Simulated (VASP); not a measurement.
Consider the following.

```xyz
5
Lattice="4.0981 0.0000 0.0000 0.0000 4.0981 0.0000 0.0000 0.0000 4.0981" Properties=species:S:1:pos:R:3 pbc="T T T"
Ba     0.0000     0.0000     0.0000
Ti     2.0490     2.0490     2.0490
O      2.0490     0.0000     2.0490
O      0.0000     2.0490     2.0490
O      2.0490     2.0490     0.0000
```

Calculation: vdW-DF2, VASP's PBE PAW potentials (set 64) (plane waves; VASP 6.6.1). Run with 520 eV cut-off, 6×6×6 Γ-centred mesh, tetrahedra with Blöchl corrections, potentials Ba_sv Ti_sv O.

Unless said otherwise, spin-orbit coupling is left out, though it shifts the bands of the heavy elements here.

Question: What does the run give for the energy per atom (σ→0), band gap (on the k-mesh) with the smallest direct gap where there is one?

Answer: 
band gap (on the k-mesh): 1.62 eV
smallest direct gap (on the k-mesh): 1.82 eV
energy per atom (σ→0): -6.051 eV/atom

The absolute energy has meaning only against runs of the same code, potentials and settings.

The compound is BaTiO3 in the cubic perovskite structure, the ideal cubic form; the compound distorts at low or room temperature. It was relaxed first, which changed the volume by +8 %.
